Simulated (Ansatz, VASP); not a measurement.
## AlGaAs2 ([001] superlattice of 4 + 4 monolayers (invented)): VASP beside Ansatz

One calculation is typed for both programs; each brings its own data sets. How far apart do they land? The cell is generated by rule, not measured, and may not be a known phase. The cell is taken from a series of runs on this material, whose earlier steps may have relaxed, scaled, displaced or heated it; both programs get it as it stands.

Method: plane waves, with VASP 6.6.1 beside it; relaxation of cell and atoms at r2SCAN, in Ansatz 0.2.0.

### 1. Starting point

Symmetry: P-4m2, No. 115, tetragonal system. The conventional cell has a = 4.000 Å, b = 4.000 Å, c = 22.628 Å, α = 90.00°, β = 90.00°, γ = 90.00°. Nearest to Ga lie 4 As at 2.45 Å. Nearest to As lie 4 Ga at 2.45 Å. As has 4 Ga at 2.45 Å nearest. As has 2 Ga at 2.45 Å and 2 Al at 2.45 Å nearest. Nearest to As lie 4 Al at 2.45 Å. Farther neighbours are not listed.

Coordinates:

```
Ga As Al
1.0
     4.00010    0.00000    0.00000
     0.00000    4.00010    0.00000
     0.00000    0.00000   22.62800
Ga As Al
4 8 4
Direct
  0.50000 0.00000 0.81250
  0.00000 0.50000 0.93750
  0.50000 0.00000 0.06250
  0.00000 0.50000 0.18750
  0.50000 0.50000 0.87500
  0.00000 0.00000 0.00000
  0.50000 0.50000 0.12500
  0.00000 0.00000 0.25000
  0.50000 0.50000 0.37500
  0.00000 0.00000 0.50000
  0.50000 0.50000 0.62500
  0.00000 0.00000 0.75000
  0.50000 0.00000 0.31250
  0.00000 0.50000 0.43750
  0.50000 0.00000 0.56250
  0.00000 0.50000 0.68750
```

### 2. VASP: relaxation of cell and atoms, r2SCAN

The relaxed volume is the usual yardstick between codes: in a stiff, nearly cubic crystal its relative difference is about their pressure difference at one cell divided by the bulk modulus.

Lines of VASP's logs that name or quote its potential files are left out, and so is its time.

Input file INCAR:

```
SYSTEM = AlGaAs2
PREC = Accurate
ENCUT = 550
EDIFF = 1E-07
NELM = 120
ISMEAR = 0
SIGMA = 0.02
LREAL = .FALSE.
ALGO = Normal
METAGGA = R2SCAN
LASPH = .TRUE.
NBANDS = 68
LORBIT = 11
LWAVE = .FALSE.
LCHARG = .FALSE.
ISIF = 3
IBRION = 2
NSW = 80
EDIFFG = -0.005
GGA_COMPAT = .FALSE.
NELMIN = 4
EFERMI = MIDGAP
LMIXTAU = .TRUE.
KPAR = 4
```

Input file POSCAR:

```
AlGaAs2
1.0
    4.0001030000      0.0000000000      0.0000000000
    0.0000000000      4.0001030000      0.0000000000
    0.0000000000      0.0000000000     22.6280000000
Ga As Al
4 8 4
Direct
    0.5000001250      0.0000001250      0.8125000000
    0.0000001250      0.5000001250      0.9375000000
    0.5000001250      0.0000001250      0.0625000000
    0.0000001250      0.5000001250      0.1875000000
    0.5000001250      0.5000001250      0.8750000000
    0.0000001250      0.0000001250      0.0000000000
    0.5000001250      0.5000001250      0.1250000000
    0.0000001250      0.0000001250      0.2500000000
    0.5000001250      0.5000001250      0.3750000000
    0.0000001250      0.0000001250      0.5000000000
    0.5000001250      0.5000001250      0.6250000000
    0.0000001250      0.0000001250      0.7500000000
    0.5000001250      0.0000001250      0.3125000000
    0.0000001250      0.5000001250      0.4375000000
    0.5000001250      0.0000001250      0.5625000000
    0.0000001250      0.5000001250      0.6875000000
```

Input file KPOINTS:

```
Automatic mesh
0
Gamma
6 6 1
0 0 0
```

PAW data sets: Ga_d, As and Al (PBE family, release 64).

Command:

```bash
> mpirun -np 4 vasp_std
```

Numbers of over 12 decimals in the logs are rounded to 6 here.

Output:

```text
[banner, memory and clock lines left out]
running    4 mpi-ranks, on    1 nodes
 distrk:  each k-point on    1 cores,    4 groups
 distr:  one band on    1 cores,    1 groups

 POSCAR found type information on POSCAR GaAsAl
 POSCAR found :  3 types and      16 ions
|                                                                             |
|               ----> ADVICE to this user running VASP <----                  |
|                                                                             |
|     You enforced a specific xc type in the INCAR file but a different       |
|     [... a line on the potential file left out ...]
|     I HOPE YOU KNOW WHAT YOU ARE DOING!                                     |
|                                                                             |

 LDA part: xc-table for (None), standard interpolation
 POSCAR, INCAR and KPOINTS ok, starting setup
 FFT: planning ... GRIDC
 FFT: planning ... GRID_SOFT
 FFT: planning ... GRID
 WAVECAR not read
 entering main loop
       N       E                     dE             d eps       ncg     rms          rms(c)
DAV:   1     0.786854042595E+03    0.78685E+03   -0.44724E+04  1460   0.187E+03
DAV:   2    -0.408734550965E+02   -0.82773E+03   -0.78454E+03  1552   0.523E+02
DAV:   3    -0.199799965253E+03   -0.15893E+03   -0.15126E+03  1600   0.166E+02
DAV:   4    -0.211847530680E+03   -0.12048E+02   -0.11932E+02  1724   0.456E+01
DAV:   5    -0.212205678609E+03   -0.35815E+00   -0.35695E+00  1760   0.811E+00    0.111E+01
DAV:   6    -0.209508444486E+03    0.26972E+01   -0.40687E+00  1744   0.139E+01    0.618E+00
DAV:   7    -0.203780591609E+03    0.57279E+01   -0.16006E+00  1620   0.488E+00    0.210E+00
DAV:   8    -0.209847253843E+03   -0.60667E+01   -0.99468E-01  1460   0.502E+00    0.859E-01
DAV:   9    -0.203584624656E+03    0.62626E+01   -0.67419E-01  1448   0.453E+00    0.338E-01
DAV:  10    -0.204320724338E+03   -0.73610E+00   -0.18063E-01  1532   0.300E+00    0.230E-01
DAV:  11    -0.203216093058E+03    0.11046E+01   -0.82211E-02  1508   0.195E+00    0.139E-01
DAV:  12    -0.202974729120E+03    0.24136E+00   -0.23216E-02  1500   0.106E+00    0.687E-02
DAV:  13    -0.201967507890E+03    0.10072E+01   -0.27637E-02  1448   0.789E-01    0.581E-02
DAV:  14    -0.202060465781E+03   -0.92958E-01   -0.64035E-04  1752   0.113E-01    0.654E-02
[...]
DAV:  34    -0.198424763312E+03    0.10122E-01   -0.23402E-04  1732   0.879E-02    0.137E-01
DAV:  35    -0.198546999519E+03   -0.12224E+00   -0.59064E-03  1380   0.370E-01    0.136E-01
DAV:  36    -0.198590752740E+03   -0.43753E-01   -0.14202E-03  1568   0.221E-01    0.119E-01
DAV:  37    -0.198808012805E+03   -0.21726E+00   -0.18666E-02  1380   0.581E-01    0.118E-01
DAV:  38    -0.198815553094E+03   -0.75403E-02   -0.67791E-04  1872   0.124E-01    0.122E-01
DAV:  39    -0.198863269753E+03   -0.47717E-01   -0.19854E-03  1392   0.202E-01    0.120E-01
DAV:  40    -0.198880806294E+03   -0.17537E-01   -0.54522E-04  1508   0.110E-01    0.124E-01
DAV:  41    -0.198861119086E+03    0.19687E-01   -0.48924E-04  1380   0.983E-02    0.120E-01
[...]
step:   1.3119(harm=  1.6933)  dis= 0.00118  next Energy=  -198.951433 (dE=-0.170E-03)
 bond charge predicted
       N       E                     dE             d eps       ncg     rms          rms(c)
DAV:   1    -0.198951450485E+03   -0.35896E-04   -0.13681E-03  1516   0.141E-01    0.275E-02
DAV:   2    -0.198951446706E+03    0.37795E-05   -0.73710E-05  1740   0.580E-02    0.162E-02
DAV:   3    -0.198951443914E+03    0.27914E-05   -0.12358E-05  2096   0.222E-02    0.370E-03
DAV:   4    -0.198951443941E+03   -0.26903E-07   -0.41984E-06  1480   0.117E-02    0.227E-03
DAV:   5    -0.198951444287E+03   -0.34572E-06   -0.70416E-07  1488   0.538E-03    0.155E-03
DAV:   6    -0.198951443545E+03    0.74181E-06   -0.45882E-07  1248   0.609E-03    0.308E-04
DAV:   7    -0.198951443802E+03   -0.25729E-06   -0.29298E-07  1252   0.368E-03    0.221E-04
DAV:   8    -0.198951443816E+03   -0.13350E-07   -0.25779E-08   748   0.917E-04
   7 F= -.19895144E+03 E0= -.19895144E+03  d E =-.180630E-03
[... from here on, the cycles between the ionic steps are left out ...]
   8 F= -.19895145E+03 E0= -.19895145E+03  d E =-.187358E-03
   9 F= -.19895146E+03 E0= -.19895146E+03  d E =-.192699E-03
  10 F= -.19895149E+03 E0= -.19895149E+03  d E =-.301744E-04
  11 F= -.19895149E+03 E0= -.19895149E+03  d E =-.293726E-04
  12 F= -.19895152E+03 E0= -.19895152E+03  d E =-.308651E-04
  13 F= -.19895152E+03 E0= -.19895152E+03  d E =-.321284E-04
  14 F= -.19895152E+03 E0= -.19895152E+03  d E =-.340414E-04
 curvature:  -0.82 expect dE=-0.124E-04 dE for cont linesearch -0.175E-06
 trial: gam= 0.53485 g(F)=  0.977E-05 g(S)=  0.531E-05 ort = 0.274E-05 (trialstep = 0.120E+01)
 search vector abs. value=  0.281E-04
 bond charge predicted
       N       E                     dE             d eps       ncg     rms          rms(c)
DAV:   1    -0.198951525379E+03   -0.60012E-05   -0.24854E-03  1528   0.175E-01    0.107E-02
DAV:   2    -0.198951534089E+03   -0.87098E-05   -0.84102E-05  1776   0.454E-02    0.620E-03
DAV:   3    -0.198951532962E+03    0.11268E-05   -0.48246E-06  1824   0.133E-02    0.261E-03
DAV:   4    -0.198951533064E+03   -0.10244E-06   -0.15496E-06  1568   0.747E-03    0.101E-03
DAV:   5    -0.198951533447E+03   -0.38293E-06   -0.64813E-07  1372   0.450E-03    0.484E-04
DAV:   6    -0.198951533754E+03   -0.30654E-06   -0.17773E-07  1080   0.211E-03    0.198E-04
DAV:   7    -0.198951533920E+03   -0.16603E-06   -0.30363E-08   748   0.927E-04    0.849E-05
DAV:   8    -0.198951534019E+03   -0.98798E-07   -0.98678E-09   736   0.667E-04
  15 F= -.19895153E+03 E0= -.19895153E+03  d E =-.147200E-04
 trial-energy change:   -0.000015  1 .order   -0.000017   -0.000020   -0.000015
 step:   4.7533(harm=  4.7533)  dis= 0.00229  next Energy=  -198.951559 (dE=-0.393E-04)
 reached required accuracy - stopping structural energy minimisation
```

OUTCAR, selected parts (step 2):

```text
ion  position               nearest neighbor table
   1  0.500  0.000  0.812-   5 2.45  12 2.45   5 2.45  12 2.45
   2  0.000  0.500  0.938-   5 2.45   6 2.45   6 2.45   5 2.45
   3  0.500  0.000  0.062-   6 2.45   7 2.45   7 2.45   6 2.45
   4  0.000  0.500  0.188-   7 2.45   8 2.45   8 2.45   7 2.45
   5  0.500  0.500  0.875-   1 2.45   2 2.45   1 2.45   2 2.45
   6  0.000  0.000  0.000-   2 2.45   3 2.45   2 2.45   3 2.45
   7  0.500  0.500  0.125-   3 2.45   4 2.45   3 2.45   4 2.45
   8  0.000  0.000  0.250-   4 2.45  13 2.45   4 2.45  13 2.45
   9  0.500  0.500  0.375-  13 2.45  14 2.45  13 2.45  14 2.45
  10  0.000  0.000  0.500-  14 2.45  15 2.45  14 2.45  15 2.45
  11  0.500  0.500  0.625-  15 2.45  16 2.45  15 2.45  16 2.45
  12  0.000  0.000  0.750-   1 2.45  16 2.45  16 2.45   1 2.45
  13  0.500  0.000  0.312-   8 2.45   9 2.45   9 2.45   8 2.45
  14  0.000  0.500  0.438-   9 2.45  10 2.45  10 2.45   9 2.45
  15  0.500  0.000  0.562-  10 2.45  11 2.45  11 2.45  10 2.45
  16  0.000  0.500  0.688-  11 2.45  12 2.45  12 2.45  11 2.45

  LATTYP: Found a simple tetragonal cell.
 ALAT       =     4.0001030000
 C/A-ratio  =     5.6568543360

 Subroutine GETGRP returns: Found  8 space group operations
 (whereof  8 operations were pure point group operations)

The static configuration has the point symmetry D_2d.

 Found     10 irreducible k-points:

   k-points           NKPTS =     10   k-points in BZ     NKDIM =     10   number of bands    NBANDS=     68

   dimension x,y,z NGX =    32 NGY =   32 NGZ =  180
   dimension x,y,z NGXF=    64 NGYF=   64 NGZF=  360

   ENCUT  =  550.0 eV  40.42 Ry    6.36 a.u.   7.65  7.65 43.27*2*pi/ulx,y,z

   NELECT =     104.0000    total number of electrons

 k-points in reciprocal lattice and weights: Automatic mesh
   0.00000000  0.00000000  0.00000000       0.028
   0.16666667  0.00000000  0.00000000       0.111
   0.33333333  0.00000000  0.00000000       0.111
   0.50000000  0.00000000  0.00000000       0.056
   0.16666667  0.16666667  0.00000000       0.111
   0.33333333  0.16666667  0.00000000       0.222
   0.50000000  0.16666667  0.00000000       0.111
   0.33333333  0.33333333  0.00000000       0.111
   0.50000000  0.33333333  0.00000000       0.111
   0.50000000  0.50000000  0.00000000       0.028

 average (electrostatic) potential at core
       1 -71.0966       2 -71.0719       3 -71.0719       4 -71.0966       5 -54.7326
       6 -54.7313       7 -54.7326       8 -54.5467       9 -54.3893      10 -54.3899
      11 -54.3893      12 -54.5467      13 -79.5077      14 -79.5551      15 -79.5551
      16 -79.5077

 E-fermi :   4.4175

 k-point     1 :       0.0000    0.0000    0.0000
  band No.  band energies     occupation
    ...
     48       3.0240      2.00000
     49       3.0240      2.00000
     50       3.6192      2.00000
     51       3.6532      2.00000
     52       3.6532      2.00000
     53       5.1817      0.00000
     54       5.3243      0.00000
     55       5.5305      0.00000
     56       5.6690      0.00000
     57       5.9111      0.00000
    ...

 k-point     2 :       0.1667    0.0000    0.0000
  band No.  band energies     occupation
    ...
     48       2.9602      2.00000
     49       3.0349      2.00000
     50       3.1986      2.00000
     51       3.2550      2.00000
     52       3.5604      2.00000
     53       5.7228      0.00000
     54       5.9769      0.00000
     55       6.0673      0.00000
     56       6.1103      0.00000
     57       6.2156      0.00000
    ...

 k-point     3 :       0.3333    0.0000    0.0000
  band No.  band energies     occupation
    ...
     48       2.6255      2.00000
     49       2.6397      2.00000
     50       2.8668      2.00000
     51       2.9462      2.00000
     52       3.2083      2.00000
     53       5.7279      0.00000
     54       5.8811      0.00000
     55       6.1270      0.00000
     56       6.3381      0.00000
     57       6.4821      0.00000
    ...

  Total       -0.0016359     -0.0016359      0.0261645      0.0000000      0.0000000     -0.0000000
  in kB       -0.0071782     -0.0071782      0.1148080      0.0000000      0.0000000     -0.0000000
  external PRESSURE =       0.0334838 kB  Pullay stress =       0.0000000 kB

  energy-cutoff  :      550.00
  volume of cell :      365.13
      direct lattice vectors                 reciprocal lattice vectors
     4.014487648  0.000000000  0.000000000     0.249097790  0.000000000 -0.000000000
     0.000000000  4.014487648  0.000000000     0.000000000  0.249097790  0.000000000
     0.000000000  0.000000000 22.656425682    -0.000000000  0.000000000  0.044137589

 POSITION                                       TOTAL-FORCE (eV/Angst)
 -----------------------------------------------------------------------------------
      2.00724      0.00000     18.41181         0.000000      0.000000      0.004478
      0.00000      2.00724     21.24132         0.000000      0.000000     -0.000659
      2.00724      0.00000      1.41510         0.000000      0.000000      0.000659
      0.00000      2.00724      4.24462         0.000000      0.000000     -0.004478
      2.00724      2.00724     19.82665         0.000000      0.000000      0.002313
      0.00000      0.00000      0.00000        -0.000000      0.000000     -0.000000
      2.00724      2.00724      2.82977        -0.000000      0.000000     -0.002313
      0.00000      0.00000      5.66549        -0.000000      0.000000     -0.002704
      2.00724      2.00724      8.49384         0.000000      0.000000     -0.002752
      0.00000      0.00000     11.32821         0.000000      0.000000     -0.000000
      2.00724      2.00724     14.16259         0.000000      0.000000      0.002752
      0.00000      0.00000     16.99094         0.000000      0.000000      0.002704
      2.00724      0.00000      7.07669         0.000000      0.000000     -0.004087
      0.00000      2.00724      9.91097         0.000000      0.000000      0.000585
      2.00724      0.00000     12.74546         0.000000      0.000000     -0.000585
      0.00000      2.00724     15.57973         0.000000      0.000000      0.004087
 -----------------------------------------------------------------------------------
    total drift:                               -0.001347     -0.001347      0.000000

  FREE ENERGIE OF THE ION-ELECTRON SYSTEM (eV)
  ---------------------------------------------------
  free  energy   TOTEN  =      -198.9515340185 eV

  energy  without entropy=     -198.9515340185  energy(sigma->0) =     -198.95153402

 reached required accuracy - stopping structural energy minimisation

 total charge
# of ion       s       p       d       tot
------------------------------------------
    1        0.844   0.782   9.998  11.624
    2        0.846   0.787   9.997  11.631
    3        0.846   0.787   9.997  11.631
    4        0.844   0.782   9.998  11.624
    5        1.203   1.634   0.032   2.869
    6        1.203   1.634   0.032   2.869
    7        1.203   1.634   0.032   2.869
    8        1.195   1.684   0.028   2.907
    9        1.188   1.731   0.025   2.944
   10        1.188   1.732   0.025   2.945
   11        1.188   1.731   0.025   2.944
   12        1.195   1.684   0.028   2.907
   13        0.400   0.378   0.000   0.778
   14        0.398   0.376   0.000   0.774
   15        0.398   0.376   0.000   0.774
   16        0.400   0.378   0.000   0.778
--------------------------------------------------
tot         14.542  18.109  40.216  72.867

[... 3 further parts left out ...]
```

CONTCAR:

```
AlGaAs2
   1.00000000000000
     4.0144876482802418    0.0000000000000000    0.0000000000000000
     0.0000000000000000    4.0144876482802418    0.0000000000000000
     0.0000000000000000    0.0000000000000000   22.6564256822087380
  Ga              As              Al
     4     8     4
Direct
     0.5000001249999997    0.0000001249999997    0.8126527230250966
     0.0000001249999997    0.5000001249999997    0.9375406983199145
     0.5000001249999997    0.0000001249999997    0.0624593016800855
     0.0000001249999997    0.5000001249999997    0.1873472769749036
     0.5000001249999997    0.5000001249999997    0.8751006426264821
     0.0000001249999997    0.0000001249999997    0.0000000000000000
     0.5000001249999997    0.5000001249999997    0.1248993573735180
     0.0000001249999997    0.0000001249999997    0.2500610672959772
     0.5000001249999997    0.5000001249999997    0.3748976246157688
     0.0000001249999997    0.0000001249999997    0.5000000000000000
     0.5000001249999997    0.5000001249999997    0.6251023753842311
     0.0000001249999997    0.0000001249999997    0.7499389327040227
     0.5000001249999997    0.0000001249999997    0.3123481612278434
     0.0000001249999997    0.5000001249999997    0.4374463281287421
     0.5000001249999997    0.0000001249999997    0.5625536718712579
     0.0000001249999997    0.5000001249999997    0.6876518387721564
```

(Continued in part 2 of 2.)

[Lines on the potential files, build, host, timing and source positions are cut from VASP's logs without a mark.]

[Logs are printed without paths, hosts, clocks, repeated set-up lines and the standing remarks that a program may print on its own settings, such as how far it seeks lower states.]

[Hosts, paths, dates, database ids (printed as entryN), source tags and the programs' standing remarks are cut or masked in the printed files.]
